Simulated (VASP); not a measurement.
OSZICAR of a VASP run on TiO2 (anatase):

### OSZICAR
```
       N       E                     dE             d eps       ncg     rms          rms(c)
DAV:   1     0.672399134868E+03    0.67240E+03   -0.24858E+04  3304   0.197E+03
DAV:   2     0.471428876022E+02   -0.62526E+03   -0.60626E+03  3628   0.571E+02
DAV:   3    -0.660137118581E+02   -0.11316E+03   -0.11031E+03  5084   0.213E+02
DAV:   4    -0.712386867779E+02   -0.52250E+01   -0.52198E+01  4688   0.488E+01
DAV:   5    -0.714724312002E+02   -0.23374E+00   -0.23368E+00  4676   0.817E+00    0.307E+01
DAV:   6    -0.555901096515E+02    0.15882E+02   -0.11920E+02  4316   0.100E+02    0.125E+01
DAV:   7    -0.549555621675E+02    0.63455E+00   -0.19418E+01  4324   0.336E+01    0.755E+00
DAV:   8    -0.550014359527E+02   -0.45874E-01   -0.53141E+00  4268   0.208E+01    0.458E+00
DAV:   9    -0.547700371072E+02    0.23140E+00   -0.22297E+00  4420   0.127E+01    0.118E+00
DAV:  10    -0.547793844601E+02   -0.93474E-02   -0.13709E-01  4184   0.277E+00    0.312E-01
DAV:  11    -0.547782513064E+02    0.11332E-02   -0.11530E-02  4096   0.706E-01    0.780E-02
DAV:  12    -0.547785210260E+02   -0.26972E-03   -0.10975E-03  4724   0.269E-01    0.113E-01
DAV:  13    -0.547783955090E+02    0.12552E-03   -0.86530E-04  4656   0.243E-01    0.956E-03
DAV:  14    -0.547784031243E+02   -0.76153E-05   -0.40473E-05  4336   0.495E-02    0.647E-03
DAV:  15    -0.547784031647E+02   -0.40394E-07   -0.23324E-06  4596   0.115E-02    0.408E-03
DAV:  16    -0.547784027718E+02    0.39285E-06   -0.15157E-06  4704   0.120E-02    0.752E-04
DAV:  17    -0.547784028091E+02   -0.37224E-07   -0.10489E-07  2288   0.258E-03
   1 F= -.54778403E+02 E0= -.54778403E+02  d E =-.547784E+02
       N       E                     dE             d eps       ncg     rms          rms(c)
DAV:   1    -0.547857357282E+02   -0.73330E-02   -0.51252E+00  3320   0.146E+01    0.414E-01
DAV:   2    -0.547918092249E+02   -0.60735E-02   -0.89372E-02  3752   0.219E+00    0.286E-01
DAV:   3    -0.547904203741E+02    0.13889E-02   -0.28769E-03  4332   0.448E-01    0.142E-01
DAV:   4    -0.547901341782E+02    0.28620E-03   -0.14090E-03  3752   0.318E-01    0.274E-02
DAV:   5    -0.547901473893E+02   -0.13211E-04   -0.26086E-04  3676   0.143E-01    0.150E-02
DAV:   6    -0.547901470098E+02    0.37946E-06   -0.12259E-05  4472   0.271E-02    0.742E-03
DAV:   7    -0.547901470031E+02    0.67112E-08   -0.11858E-06  4032   0.834E-03    0.430E-03
DAV:   8    -0.547901469553E+02    0.47835E-07   -0.49477E-07  3172   0.719E-03
   2 F= -.54790147E+02 E0= -.54790147E+02  d E =-.117441E-01
       N       E                     dE             d eps       ncg     rms          rms(c)
DAV:   1    -0.547904602285E+02   -0.31323E-03   -0.62276E-01  3312   0.508E+00    0.148E-01
DAV:   2    -0.547911931856E+02   -0.73296E-03   -0.10855E-02  3764   0.765E-01    0.101E-01
DAV:   3    -0.547910242919E+02    0.16889E-03   -0.35950E-04  4456   0.163E-01    0.536E-02
DAV:   4    -0.547909876568E+02    0.36635E-04   -0.18937E-04  3808   0.117E-01    0.117E-02
DAV:   5    -0.547909890487E+02   -0.13919E-05   -0.34419E-05  3708   0.461E-02    0.765E-03
DAV:   6    -0.547909888194E+02    0.22930E-06   -0.19815E-06  4324   0.120E-02    0.208E-03
DAV:   7    -0.547909888320E+02   -0.12627E-07   -0.39522E-07  3072   0.547E-03
   3 F= -.54790989E+02 E0= -.54790989E+02  d E =-.125860E-01
       N       E                     dE             d eps       ncg     rms          rms(c)
DAV:   1    -0.548049478147E+02   -0.13959E-01   -0.16627E+00  3304   0.116E+01    0.766E-01
DAV:   2    -0.548006063326E+02    0.43415E-02   -0.70447E-02  3668   0.223E+00    0.435E-01
DAV:   3    -0.547964011592E+02    0.42052E-02   -0.95046E-03  3988   0.962E-01    0.622E-02
DAV:   4    -0.547964639496E+02   -0.62790E-04   -0.15900E-03  4140   0.357E-01    0.423E-02
DAV:   5    -0.547964504295E+02    0.13520E-04   -0.10708E-04  4356   0.905E-02    0.171E-02
DAV:   6    -0.547964520374E+02   -0.16079E-05   -0.12959E-05  4360   0.340E-02    0.391E-03
DAV:   7    -0.547964525377E+02   -0.50025E-06   -0.17472E-06  4148   0.102E-02    0.187E-03
DAV:   8    -0.547964525807E+02   -0.43072E-07   -0.10165E-07  2148   0.283E-03
   4 F= -.54796453E+02 E0= -.54796453E+02  d E =-.546375E-02
       N       E                     dE             d eps       ncg     rms          rms(c)
DAV:   1    -0.548413345040E+02   -0.44882E-01   -0.79130E+00  3304   0.254E+01    0.166E+00
DAV:   2    -0.548211294424E+02    0.20205E-01   -0.33634E-01  3676   0.472E+00    0.948E-01
DAV:   3    -0.548017522374E+02    0.19377E-01   -0.48794E-02  4024   0.212E+00    0.213E-01
DAV:   4    -0.548014318077E+02    0.32043E-03   -0.88366E-03  4340   0.817E-01    0.774E-02
DAV:   5    -0.548014214799E+02    0.10328E-04   -0.31846E-04  4252   0.157E-01    0.377E-02
DAV:   6    -0.548014270637E+02   -0.55837E-05   -0.65832E-05  4484   0.711E-02    0.847E-03
DAV:   7    -0.548014293861E+02   -0.23224E-05   -0.73411E-06  4088   0.219E-02    0.355E-03
DAV:   8    -0.548014295135E+02   -0.12739E-06   -0.53709E-07  3348   0.580E-03    0.131E-03
DAV:   9    -0.548014295679E+02   -0.54452E-07   -0.12674E-07  2164   0.300E-03
   5 F= -.54801430E+02 E0= -.54801430E+02  d E =-.104407E-01
       N       E                     dE             d eps       ncg     rms          rms(c)
DAV:   1    -0.548014654957E+02   -0.35982E-04   -0.66760E-03  3336   0.737E-01    0.481E-02
DAV:   2    -0.548014489678E+02    0.16528E-04   -0.27966E-04  3704   0.142E-01    0.274E-02
DAV:   3    -0.548014323772E+02    0.16591E-04   -0.37007E-05  3988   0.598E-02    0.356E-03
DAV:   4    -0.548014326657E+02   -0.28851E-06   -0.57857E-06  4136   0.218E-02    0.255E-03
DAV:   5    -0.548014325997E+02    0.65935E-07   -0.37034E-07  3200   0.547E-03
   6 F= -.54801433E+02 E0= -.54801433E+02  d E =-.104438E-01
       N       E                     dE             d eps       ncg     rms          rms(c)
DAV:   1    -0.548014353916E+02   -0.27259E-05   -0.29667E-02  3312   0.114E+00    0.368E-02
DAV:   2    -0.548014643694E+02   -0.28978E-04   -0.54015E-04  3764   0.176E-01    0.242E-02
DAV:   3    -0.548014527583E+02    0.11611E-04   -0.21680E-05  4296   0.436E-02    0.118E-02
DAV:   4    -0.548014508546E+02    0.19037E-05   -0.11181E-05  4380   0.285E-02    0.311E-03
DAV:   5    -0.548014508687E+02   -0.14065E-07   -0.16596E-06  3684   0.104E-02    0.170E-03
DAV:   6    -0.548014508320E+02    0.36717E-07   -0.74337E-08  2072   0.261E-03
   7 F= -.54801451E+02 E0= -.54801451E+02  d E =-.182322E-04
```

### Question
Which electronic solver shows in the log?

### Answer
It is blocked Davidson (ALGO = Normal, or the opening steps of other solvers). The INCAR had ALGO = Normal.

### Question
Can the final energy be trusted as converged?

### Answer
The run converged. It stopped with EDIFF = 1E-7, NELM = 100, NSW = 30 and EDIFFG = -0.01 after 7 ionic steps (AM05 GGA, plane waves, VASP's PBE PAW potentials (set 64)).

The compound is TiO2 in the anatase structure, one of several forms; rutile is the usual stable one. This cell is one point of a volume scan, at 1.06 of the reference volume. Symmetry was kept, so distortions that lower it aren't found.
